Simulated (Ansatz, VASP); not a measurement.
# PtS2: VASP beside Ansatz, part 2 of 2

One calculation is typed for both programs; each brings its own data sets. How far apart do they land? The cell is taken from a series of runs on this material, whose earlier steps may have relaxed, scaled, displaced or heated it; both programs get it as it stands.

VASP 6.6.1 and Ansatz 0.2.0.

So far: The structure; VASP: zone-centre phonons, PBEsol with D3(BJ).

## (3) Ansatz: zone-centre phonons, PBEsol with D3(BJ)

Level of this step: Ansatz beside VASP: Kohn-Sham DFT, plane waves, PBEsol with D3(BJ) (Ansatz).

Ansatz runs on its PAW soft_1 files.

The same cell, functional, mesh and smearing now go to Ansatz, which takes its cutoff from its data sets.

Contents of input.yaml:

```yaml
crystal:
  lattice:
    - [3.5128105909, 0.0, 0.0]
    - [-1.7564052954, 3.0421832104, 0.0]
    - [0.0, 0.0, 4.140403633]
  atoms:
    - { symbol: S, position: [0.3333333333, 0.6666666667, 0.2855542827] }
    - { symbol: S, position: [0.6666666667, 0.3333333333, 0.7144457173] }
    - { symbol: Pt, position: [0.0, 0.0, 0.0] }
kpoints:
  mp_grid: { grid: [15, 15, 12] }
hamiltonian:
  xc: pbesol
  dispersion: d3bj
  pseudopotentials: { kind: paw, azcp: { folder: soft_1 }, xc_functional: pbe }
scf:
  occupations: { method: methfessel_paxton, width: 0.2 }
output:
  eigenvalues: true
phonons:
  method: dfpt
```

Command:

```sh
$ ansatz run input.yaml --threads 4 --pin off --max-ram 10240MiB --backend cpu --events-out ev --progress --plain --runs-dir out
```

Numbers of over 12 decimals in the logs are rounded to 6 here.

The program printed:

```text
Engine: ansatz 0.2.0, x86_64-unknown-linux-gnu
Pseudopotentials: kind: paw
Pseudopotential: S, paw, valence charge 6, recommended cutoff 420 eV (normal), soft_1/S.paw.azcp
Pseudopotential: Pt, paw, valence charge 18, recommended cutoff 420 eV (normal), soft_1/Pt.paw.azcp
Functional definition: PBEsol
  exchange = pbesol_x
  correlation = pbesol_c
Crystal: 3 atoms, lattice volume = 44.247 Å³
Basis set: ecut = 420 eV, 835 PW (Γ), exchange–correlation on 48×48×60 points (8 copies of the dense FFT grid, shifted against one another)
Bands: 19, of which v1, the nominal top of the filled ones, is band 15 counted from 1 (14 counted from 0)
Symmetry: 12 space group operations
k-points: 728 of 2700 (irreducible under 2 space group operations, time reversal used)
Non-local potential: S, projectors of the file, l = 0: 2, l = 1: 2, l = 2: 1
Non-local potential: Pt, projectors of the file, l = 0: 3, l = 1: 2, l = 2: 2, l = 3: 1
PAW form: soft (Blöchl's): semilocal exchange-correlation on the pseudo side does not see the compensation charge
PAW frozen core: S, regenerated for the run's functional, and the local potential with it (the file was generated under x = pbe(κ = 0.804, μ = 0.219515), c = pbe(β = 0.066725))
PAW frozen core: Pt, regenerated for the run's functional, and the local potential with it (the file was generated under x = pbe(κ = 0.804, μ = 0.219515), c = pbe(β = 0.066725))
PAW one-centre angular grid: S, 110 points (default); XC on 64 Gauss nodes
PAW one-centre angular grid: Pt, 590 points (default); XC on 64 Gauss nodes
Initial density: superposition of atomic densities (chi_scale 0.1, normalization cell, long waves kept (reshape's long-wave potential 0.00 eV rms))
Initial wavefunctions: pseudopotential atomic-orbital guess
Functional: x = pbesol(κ = 0.804, μ = 0.123457), c = pbesol(β = 0.046)
SCF iter   1: F=—  HF=-14158.039485 eV  |F-HF|=—  |Δ(HF+E_count)|=         —  Δρ=8.03e-2  dr2=2.33e0  ethr=3.10e-3  ⟨swp⟩=6.3  Hψ=73272  notcnv=0
preconditioner: auto → none  [metal: Δε(μ)=0.126 eV  Ē_g=10.243 eV  σ=0.200 eV  W_gap=0.44  n_scr=8 (ndim 8)  ℏωp=26.2 eV  f_vac=0.000  D(μ)=0.06/eV (n_scr^D=0)  sad-step TF]
SCF iter   2: F=—  HF=-14157.712183 eV  |F-HF|=—  |Δ(HF+E_count)|=   3.27e-1  S|Δr|=    0.00e0  Δρ=4.53e-2  dr2=8.44e-1  ethr=3.10e-3  ⟨swp⟩=2.0  Hψ=21431  notcnv=0
SCF iter   3: F=—  HF=-14157.545181 eV  |F-HF|=—  |Δ(HF+E_count)|=   1.67e-1  S|Δr|=    0.00e0  Δρ=3.64e-3  dr2=2.98e-3  ethr=2.81e-3  ⟨swp⟩=2.1  Hψ=20761  notcnv=0
SCF iter   4: F=—  HF=-14157.546350 eV  |F-HF|=—  |Δ(HF+E_count)|=   1.17e-3  S|Δr|=    0.00e0  Δρ=5.16e-4  dr2=1.18e-4  ethr=9.95e-6  ⟨swp⟩=3.2  Hψ=32433  notcnv=0
SCF iter   5: F=—  HF=-14157.546338 eV  |F-HF|=—  |Δ(HF+E_count)|=   1.27e-5  S|Δr|=    0.00e0  Δρ=1.07e-4  dr2=6.59e-6  ethr=3.93e-7  ⟨swp⟩=2.2  Hψ=22550  notcnv=0
SCF iter   6: F=—  HF=-14157.546334 eV  |F-HF|=—  |Δ(HF+E_count)|=   3.17e-6  S|Δr|=    0.00e0  Δρ=3.24e-5  dr2=1.09e-6  ethr=2.20e-8  ⟨swp⟩=2.8  Hψ=25164  notcnv=0
SCF iter   7: F=—  HF=-14157.546336 eV  |F-HF|=—  |Δ(HF+E_count)|=   1.92e-6  S|Δr|=    0.00e0  Δρ=1.06e-5  dr2=8.30e-8  ethr=3.63e-9  ⟨swp⟩=2.3  Hψ=20179  notcnv=0
SCF iter   8: F=—  HF=-14157.546336 eV  |F-HF|=—  |Δ(HF+E_count)|=   1.40e-8  S|Δr|=    0.00e0  Δρ=1.99e-6  dr2=2.24e-9  ethr=2.77e-10  ⟨swp⟩=2.3  Hψ=21152  notcnv=0
SCF iter   9: F=—  HF=-14157.546336 eV  |F-HF|=—  |Δ(HF+E_count)|=  4.84e-10  S|Δr|=    0.00e0  Δρ=3.64e-7  dr2=7.60e-11  ethr=7.48e-12  ⟨swp⟩=2.2  Hψ=21599  notcnv=0
SCF iter  10: F=-14157.546336 eV  HF=-14157.546336 eV  |F-HF|=7.28e-12  |Δ(HF+E_count)|=  3.64e-12  S|Δr|=    0.00e0  Δρ=3.13e-8  dr2=5.10e-13  ethr=1.00e-12  ⟨swp⟩=7.3  Hψ=71878  notcnv=0
SCF 1 converged in 10 iterations: F = -14157.546336 eV  dr2 = 5.10e-13
  greatest PAW one-centre occupation: 1.000 electrons in one spin orbital (limit 2), on the Pt atom at site 2 (counted from 0), in its partial waves of l = 0
DFPT response loops at Γ: preconditioner auto → Kerker (q_TF=auto, 2.557 Å⁻¹) (partly filled bands, converged f_vac=0.000); β = 1.00, the filter's whole step (`scf.mixing.beta` (0.50) is not read by the response loops under this deck's `scf.mixing.preconditioner`; to damp them name `kerker` or `kerker_dos`, under which they read `scf.mixing.beta`, and type it under 1.00, their step now; both keys bind the ground state too); Broyden in place of MSR1
SCF converged after 10 iterations
Stability not checked: this state was not tested for a lower state beside it, because cold or Methfessel-Paxton smearing, or corrected tetrahedra, fill the levels in a way that the test cannot read (fill_not_monotonic; see scf.lower_state_search)
Free energy (F): -14157.546336 eV
Harris-Foulkes:  -14157.546336 eV  (|F-HF|=7.28e-12)
Internal energy: -14157.546883 eV  (E = F + TS)
E sigma→0 (E₀):  -14157.546473 eV
Entropy (-TS):   0.000547 eV (0.182 meV/atom)
Fermi energy:    15.365986 eV
--- Per-component energies (eV) ---
  E_band       = -208.510045
  E_kinetic    = 813.834700
  E_local      = -2372.305119  (includes V_loc(G=0)·N_el)
  E_nonlocal   = 276.519622
  E_hartree    = 927.018358
  E_xc         = -410.231377
  E_vxc        = -440.420070  (∫ρ·V_xc dr)
  E_paw        = -10530.676932  (= ΣΔE_a)
  E_vpaw       = -340.177026  (= ΣTr[D̂ρ^β])
  E_aug_tail   = 0.001117  (compensation charges beyond the density's cutoff)
  E_ewald      = -2860.763140
  E_disp       = -1.355042  (pairwise vdW)
  E_core_change = 0.410930  (= ΣΔE_core)
  E_smearing   = 0.000547  (= −TS)
  E_closure    = 0.000000  (closes the sum)
  Σ components = -14157.546336   (vs F -14157.546336, Δ=0.00e0)
--- Band table (eV; the first three rows and the last of 728) ---
  k-point 0: bands = [... 11 lower, 12.8774, 13.8020, 13.8020, 15.8679, 15.8679, 16.0312, 18.0851, 21.1456]
  k-point 1: bands = [... 11 lower, 12.8629, 13.6848, 13.6848, 15.8620, 16.0341, 16.0341, 18.1912, 21.3366]
  k-point 2: bands = [... 11 lower, 12.8145, 13.4098, 13.4098, 15.4071, 16.4552, 16.4552, 18.5505, 21.8018]
  k-point 727: bands = [... 11 lower, 11.6675, 11.9337, 12.4108, 14.2213, 16.7192, 16.8697, 20.1007, 22.4178]
--- Phonons (Γ-DFPT): 4 representative perturbations + reference, on 728 of 2700 k-points (Σ response iterations 12) ---
  k mesh reduced under 2 symmetry operations, with k and −k counted as one. Each operation leaves every solved perturbation unchanged. A smaller set is not used because it would not reduce the number of displacements times k-points to solve
  ASR residual: 1.392e-5 → 0.000e0 eV/Å²; symmetrization residual: 1.927e-6 eV/Å²
  pairwise dispersion correction: d3bj (s6 = 1.0, s8 = 2.9491, a1 = 0.4466, a2_bohr = 6.1742), with the weights of each atom's references fixed at the reference crystal's, and the forces and stress that the weights' published response gives there kept as a pressure on the atom's counted neighbours (hamiltonian.dispersion)
  ASR residual per site (eV/Å²): 1.44e-6 1.44e-6 1.39e-5
  Γ frequencies (cm⁻¹): 0.00 0.00 0.00 305.05 305.05 339.62 344.28 344.28 384.37
  non-analytic LO–TO correction: not included (Born effective charges unavailable; polar crystals: no LO–TO splitting at Γ)
```

The column dr2 measures how far the density is from self-consistency, as an energy; F and HF (Harris–Foulkes) agree once it is small.

## (4) Side by side

Known differences besides the potentials themselves: the data sets hold 30 valence electrons in Ansatz (on its PAW soft_1 files) and 22 in VASP; the cutoff is 420 eV in Ansatz and 500 eV in VASP; Ansatz makes its cores anew for this functional, VASP keeps those of its PBE data sets; Ansatz takes the dispersion share of the force constants at frozen C6 weights, VASP differentiates the full forces; VASP uses finite displacements, Ansatz perturbation theory. Total energies have different zeros and are not compared.

Both answers:

```tsv
quantity	Ansatz	VASP	difference
optical mode 1 to 2 (cm⁻¹)	305.1	305.6	-0.18 %
optical mode 3 (cm⁻¹)	339.6	340.5	-0.25 %
optical mode 4 to 5 (cm⁻¹)	344.3	344.7	-0.12 %
optical mode 6 (cm⁻¹)	384.4	384.2	+0.06 %
```

Modes are paired by rising frequency, not by their patterns, so a pair may set unlike modes beside each other; they are those without the splitting of longitudinal modes.

## (5) Outcome

```
r.m.s. difference of the optical zone-centre modes, each program's sorted by frequency (zone-centre phonons, PBEsol with D3(BJ)) : 0.54 cm⁻¹
```

The r.m.s. difference of the optical zone-centre modes, each program's sorted by frequency is 0.54 cm⁻¹ (zone-centre phonons, PBEsol with D3(BJ)). The data sets hold unlike numbers of valence electrons (30 in Ansatz and 22 in VASP), so part of the differences comes from the potentials. Such differences can come from data sets, numerical settings and the points named under the comparisons, not from the functional's error against experiment.

[Lines on the potential files, build, host, timing and source positions are cut from VASP's logs without a mark.]

[Logs are printed without paths, hosts, clocks, repeated set-up lines and the standing remarks that a program may print on its own settings, such as how far it seeks lower states.]

[Hosts, paths, dates, database ids (printed as entryN), source tags and the programs' standing remarks are cut or masked in the printed files.]
